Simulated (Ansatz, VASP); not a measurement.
## Ti4H7 (Ti4H7 (P-43m)) in two plane-wave programs

Aim: how closely do two programs agree when they are given the same cell, functional and k mesh? The cell is taken from a series of runs on this material, whose earlier steps may have relaxed, scaled, displaced or heated it; both programs get it as it stands.

Calculated with Ansatz 0.2.0; plane waves, with VASP 6.6.1 beside it; relaxation of cell and atoms at r2SCAN.

### 1. Set-up

Symmetry: P-43m, No. 215, cubic system. The conventional cell has a = 4.387 Å, b = 4.387 Å, c = 4.387 Å, α = 90.00°, β = 90.00°, γ = 90.00°. Ti has 7 H at 1.89 to 1.93 Å nearest. Nearest to H lie 4 Ti at 1.91 Å. H has 4 Ti at 1.89 Å nearest. Nearest to H lie 4 Ti at 1.93 Å. Farther neighbours are not listed.

### 2. VASP: relaxation of cell and atoms, r2SCAN

The relaxed volume is the usual yardstick between codes: in a stiff, nearly cubic crystal its relative difference is about their pressure difference at one cell divided by the bulk modulus.

Lines of VASP's logs that name or quote its potential files are left out, and so is its time.

Contents of INCAR:

```
SYSTEM = Ti4H7
PREC = Accurate
ENCUT = 550
EDIFF = 1E-07
NELM = 120
ISMEAR = -1
SIGMA = 0.05
LREAL = .FALSE.
ALGO = Normal
METAGGA = R2SCAN
LASPH = .TRUE.
NBANDS = 38
LORBIT = 11
LWAVE = .FALSE.
LCHARG = .FALSE.
ISIF = 3
IBRION = 2
NSW = 80
EDIFFG = -0.005
GGA_COMPAT = .FALSE.
NELMIN = 4
LMIXTAU = .TRUE.
KPAR = 2
```

Contents of POSCAR:

```
Ti4H7
1.0
    4.3870120000      0.0000000000      0.0000000000
    0.0000000000      4.3870120000      0.0000000000
    0.0000000000      0.0000000000      4.3870120000
Ti H
4 7
Direct
    0.2542308979      0.7457691021      0.7457691021
    0.7457691021      0.2542308979      0.7457691021
    0.7457691021      0.7457691021      0.2542308979
    0.2542308979      0.2542308979      0.2542308979
    0.5000000000      0.0000000000      0.0000000000
    0.0000000000      0.5000000000      0.5000000000
    0.5000000000      0.0000000000      0.5000000000
    0.0000000000      0.5000000000      0.0000000000
    0.0000000000      0.0000000000      0.0000000000
    0.0000000000      0.0000000000      0.5000000000
    0.5000000000      0.5000000000      0.0000000000
```

Contents of KPOINTS:

```
Automatic mesh
0
Gamma
9 9 9
0 0 0
```

The projector-augmented-wave data sets are Ti_sv and H (PBE family, release 64).

Run with:

```bash
$ mpirun -np 2 vasp_std
```

Numbers of over 12 decimals in the logs are rounded to 6 here.

The program printed:

```text
[banner, memory and clock lines left out]
running    2 mpi-ranks, on    1 nodes
 distrk:  each k-point on    1 cores,    2 groups
 distr:  one band on    1 cores,    1 groups

 POSCAR found type information on POSCAR TiH
 POSCAR found :  2 types and      11 ions
|                                                                             |
|               ----> ADVICE to this user running VASP <----                  |
|                                                                             |
|     You enforced a specific xc type in the INCAR file but a different       |
|     [... a line on the potential file left out ...]
|     I HOPE YOU KNOW WHAT YOU ARE DOING!                                     |
|                                                                             |

 LDA part: xc-table for (None), standard interpolation
 POSCAR, INCAR and KPOINTS ok, starting setup
 FFT: planning ... GRIDC
 FFT: planning ... GRID_SOFT
 FFT: planning ... GRID
 WAVECAR not read
 entering main loop
       N       E                     dE             d eps       ncg     rms          rms(c)
DAV:   1     0.717527945451E+03    0.71753E+03   -0.28201E+04  2660   0.184E+03
DAV:   2    -0.504193890183E+01   -0.72257E+03   -0.70569E+03  2666   0.573E+02
DAV:   3    -0.944049006933E+02   -0.89363E+02   -0.87884E+02  4270   0.180E+02
DAV:   4    -0.103748867110E+03   -0.93440E+01   -0.93008E+01  3790   0.540E+01
DAV:   5    -0.104325782813E+03   -0.57692E+00   -0.57665E+00  4242   0.112E+01    0.291E+01
DAV:   6    -0.838662849026E+02    0.20459E+02   -0.51506E+01  3230   0.647E+01    0.544E+00
DAV:   7    -0.803998484015E+02    0.34664E+01   -0.46615E+00  3640   0.123E+01    0.300E+00
DAV:   8    -0.865376805115E+02   -0.61378E+01   -0.42931E+00  3168   0.119E+01    0.134E+00
DAV:   9    -0.816483628333E+02    0.48893E+01   -0.17190E+00  3054   0.106E+01    0.647E-01
DAV:  10    -0.813546104167E+02    0.29375E+00   -0.36710E-01  3552   0.309E+00    0.101E+00
DAV:  11    -0.816300390594E+02   -0.27543E+00   -0.63527E-01  2810   0.558E+00    0.119E+00
DAV:  12    -0.817127607336E+02   -0.82722E-01   -0.60735E-02  2980   0.171E+00    0.125E+00
DAV:  13    -0.817416970702E+02   -0.28936E-01   -0.52797E-02  3028   0.174E+00    0.104E+00
DAV:  14    -0.817274852656E+02    0.14212E-01   -0.31528E-02  2864   0.120E+00    0.914E-01
[...]
DAV:  23    -0.817513395034E+02   -0.59400E-04   -0.74771E-05  3212   0.602E-02    0.422E-02
DAV:  24    -0.817513431708E+02   -0.36674E-05   -0.17296E-05  3378   0.297E-02    0.150E-02
DAV:  25    -0.817513505059E+02   -0.73352E-05   -0.92025E-06  3362   0.180E-02    0.383E-03
DAV:  26    -0.817513503889E+02    0.11700E-06   -0.99375E-07  2568   0.710E-03    0.417E-03
DAV:  27    -0.817513510246E+02   -0.63571E-06   -0.81481E-07  2340   0.811E-03    0.367E-03
DAV:  28    -0.817513513158E+02   -0.29114E-06   -0.33580E-07  2310   0.421E-03    0.109E-03
DAV:  29    -0.817513512097E+02    0.10608E-06   -0.87117E-08  1636   0.209E-03    0.123E-03
DAV:  30    -0.817513512183E+02   -0.85693E-08   -0.30312E-08  1642   0.140E-03
   1 F= -.81751351E+02 E0= -.81728011E+02  d E =-.817514E+02
 curvature:   0.00 expect dE= 0.000E+00 dE for cont linesearch  0.000E+00
 trial: gam= 0.00000 g(F)=  0.346E-04 g(S)=  0.137E-04 ort = 0.000E+00 (trialstep = 0.100E+01)
 search vector abs. value=  0.483E-04
 bond charge predicted
       N       E                     dE             d eps       ncg     rms          rms(c)
DAV:   1    -0.817513152566E+02    0.35953E-04   -0.87852E-03  3190   0.153E+00    0.753E-02
DAV:   2    -0.817513763584E+02   -0.61102E-04   -0.19537E-03  2972   0.331E-01    0.366E-02
DAV:   3    -0.817513672249E+02    0.91336E-05   -0.19201E-04  3898   0.109E-01    0.112E-02
DAV:   4    -0.817513693567E+02   -0.21319E-05   -0.33552E-05  3498   0.370E-02    0.432E-03
DAV:   5    -0.817513723504E+02   -0.29937E-05   -0.81258E-06  4066   0.224E-02    0.182E-03
DAV:   6    -0.817513739014E+02   -0.15510E-05   -0.37418E-06  3904   0.116E-02    0.230E-03
DAV:   7    -0.817513744900E+02   -0.58866E-06   -0.20742E-07  2244   0.416E-03    0.107E-03
DAV:   8    -0.817513756467E+02   -0.11567E-05   -0.93330E-07  3352   0.528E-03    0.515E-04
DAV:   9    -0.817513755835E+02    0.63256E-07   -0.80931E-08  1658   0.295E-03
   2 F= -.81751376E+02 E0= -.81728044E+02  d E =-.243652E-04
 trial-energy change:   -0.000024  1 .order   -0.000027   -0.000048   -0.000005
 step:   1.1714(harm=  1.1105)  dis= 0.00044  next Energy=   -81.751376 (dE=-0.248E-04)
 reached required accuracy - stopping structural energy minimisation
```

From OUTCAR (step 2):

```text
ion  position               nearest neighbor table
   1  0.254  0.746  0.746-   6 1.89   7 1.89  11 1.89
   2  0.746  0.254  0.746-   6 1.89   7 1.89  11 1.89
   3  0.746  0.746  0.254-   6 1.89   7 1.89  11 1.89
   4  0.254  0.254  0.254-   6 1.89   7 1.89  11 1.89
   5  0.500  0.000  0.000-
   6  0.000  0.500  0.500-   1 1.89   2 1.89   3 1.89   4 1.89
   7  0.500  0.000  0.500-   1 1.89   2 1.89   3 1.89   4 1.89
   8  0.000  0.500  0.000-
   9  0.000  0.000  0.000-
  10  0.000  0.000  0.500-
  11  0.500  0.500  0.000-   1 1.89   2 1.89   3 1.89   4 1.89

  LATTYP: Found a simple cubic cell.
 ALAT       =     4.3870120000

 Subroutine GETGRP returns: Found 24 space group operations
 (whereof 24 operations were pure point group operations)

The static configuration has the point symmetry T_d .

 Found     35 irreducible k-points:

   k-points           NKPTS =     35   k-points in BZ     NKDIM =     35   number of bands    NBANDS=     38

   dimension x,y,z NGX =    36 NGY =   36 NGZ =   36
   dimension x,y,z NGXF=    72 NGYF=   72 NGZF=   72

   ENCUT  =  550.0 eV  40.42 Ry    6.36 a.u.   8.39  8.39  8.39*2*pi/ulx,y,z

   NELECT =      55.0000    total number of electrons

 k-points in reciprocal lattice and weights: Automatic mesh
   0.00000000  0.00000000  0.00000000       0.001
   0.11111111  0.00000000  0.00000000       0.008
   0.22222222  0.00000000  0.00000000       0.008
   0.33333333  0.00000000  0.00000000       0.008
   0.44444444  0.00000000  0.00000000       0.008
   0.11111111  0.11111111  0.00000000       0.016
   0.22222222  0.11111111  0.00000000       0.033
   0.33333333  0.11111111  0.00000000       0.033
   0.44444444  0.11111111  0.00000000       0.033
[...]
0.44444444  0.44444444  0.33333333       0.033
   0.44444444  0.44444444  0.44444444       0.011

 average (electrostatic) potential at core
       1 -77.9557       2 -77.9557       3 -77.9557       4 -77.9557       5 -32.2407
       6 -32.3321       7 -32.3321       8 -32.2407       9 -32.0412      10 -32.2407
      11 -32.3321

 E-fermi :   7.9088

 k-point     1 :       0.0000    0.0000    0.0000
  band No.  band energies     occupation
    ...
     25       4.7988      2.00000
     26       5.4451      2.00000
     27       7.7912      1.82615
     28       7.7912      1.82615
     29       7.7912      1.82615
     30       9.6032      0.00000
     31       9.6032      0.00000
     32      10.3203      0.00000
     33      10.4538      0.00000
     34      10.4538      0.00000
    ...

 k-point     2 :       0.1111    0.0000    0.0000
  band No.  band energies     occupation
    ...
     25       4.8857      2.00000
     26       5.4681      2.00000
     27       7.6145      1.99446
     28       7.8415      1.58691
     29       7.8415      1.58690
     30       9.5173      0.00000
     31       9.6268      0.00000
     32      10.3077      0.00000
     33      10.3077      0.00000
     34      10.4410      0.00000
    ...

 k-point     3 :       0.2222    0.0000    0.0000
  band No.  band energies     occupation
    ...
     23       4.5383      2.00000
     24       5.1273      2.00000
     25       5.1273      2.00000
     26       5.8693      2.00000
     27       7.3100      1.99999
     28       7.9919      0.31882
     29       7.9919      0.31881
     30       9.2588      0.00000
     31       9.6967      0.00000
     32       9.8976      0.00000
    ...

  Total        0.0005244      0.0005244      0.0005244     -0.0000000      0.0000000     -0.0000000
  in kB        0.0099554      0.0099554      0.0099554     -0.0000000      0.0000000     -0.0000000
  external PRESSURE =       0.0099554 kB  Pullay stress =       0.0000000 kB

  energy-cutoff  :      550.00
  volume of cell :       84.40
      direct lattice vectors                 reciprocal lattice vectors
     4.386390023  0.000000000 -0.000000000     0.227977903  0.000000000 -0.000000000
    -0.000000000  4.386390023 -0.000000000    -0.000000000  0.227977903 -0.000000000
     0.000000000  0.000000000  4.386390023     0.000000000  0.000000000  0.227977903

 POSITION                                       TOTAL-FORCE (eV/Angst)
 -----------------------------------------------------------------------------------
      1.11478      3.27161      3.27161        -0.001125      0.001125      0.001125
      3.27161      1.11478      3.27161         0.001125     -0.001125      0.001125
      3.27161      3.27161      1.11478         0.001125      0.001125     -0.001125
      1.11478      1.11478      1.11478        -0.001125     -0.001125     -0.001125
      2.19320      0.00000     -0.00000        -0.000000     -0.000000     -0.000000
      0.00000      2.19320      2.19320        -0.000000     -0.000000     -0.000000
      2.19320      4.38639      2.19320        -0.000000     -0.000000     -0.000000
     -0.00000      2.19320     -0.00000        -0.000000     -0.000000     -0.000000
     -0.00000      4.38639     -0.00000        -0.000000     -0.000000     -0.000000
      0.00000      0.00000      2.19320        -0.000000     -0.000000     -0.000000
      2.19320      2.19320     -0.00000        -0.000000     -0.000000     -0.000000
 -----------------------------------------------------------------------------------
    total drift:                                0.000000      0.000000      0.000000

  FREE ENERGIE OF THE ION-ELECTRON SYSTEM (eV)
  ---------------------------------------------------
  free  energy   TOTEN  =       -81.7513755835 eV

  energy  without entropy=      -81.7047120692  energy(sigma->0) =      -81.72804383

 reached required accuracy - stopping structural energy minimisation

 total charge
# of ion       s       p       d       tot
------------------------------------------
    1        2.165   6.170   1.905  10.240
    2        2.165   6.170   1.905  10.240
    3        2.165   6.170   1.905  10.240
    4        2.165   6.170   1.905  10.240
    5        0.599   0.017   0.000   0.617
    6        0.603   0.019   0.000   0.622
    7        0.603   0.019   0.000   0.622
    8        0.599   0.017   0.000   0.617
    9        0.586   0.018   0.000   0.604
   10        0.599   0.017   0.000   0.617
   11        0.603   0.019   0.000   0.622
--------------------------------------------------
tot         12.853  24.806   7.621  45.280

[... 3 further parts left out ...]
```

CONTCAR:

```
Ti4H7
   1.00000000000000
     4.3863900225113346    0.0000000000000000   -0.0000000000000000
    -0.0000000000000000    4.3863900225113346   -0.0000000000000000
     0.0000000000000000    0.0000000000000000    4.3863900225113346
  Ti              H
     4     7
Direct
     0.2541459148461579    0.7458540851538421    0.7458540851538421
     0.7458540851538421    0.2541459148461579    0.7458540851538421
     0.7458540851538421    0.7458540851538421    0.2541459148461579
     0.2541459148461579    0.2541459148461579    0.2541459148461579
     0.5000000000000000    0.0000000000000000    0.0000000000000000
     0.0000000000000000    0.5000000000000000    0.5000000000000000
     0.5000000000000000    1.0000000000000000    0.5000000000000000
     0.0000000000000000    0.5000000000000000    0.0000000000000000
     0.0000000000000000    1.0000000000000000    0.0000000000000000
     0.0000000000000000    0.0000000000000000    0.5000000000000000
     0.5000000000000000    0.5000000000000000    0.0000000000000000
```

(Continued in part 2 of 2.)

[Lines on the potential files, build, host, timing and source positions are cut from VASP's logs without a mark.]

[Logs are printed without paths, hosts, clocks, repeated set-up lines and the standing remarks that a program may print on its own settings, such as how far it seeks lower states.]

[Hosts, paths, dates, database ids (printed as entryN), source tags and the programs' standing remarks are cut or masked in the printed files.]
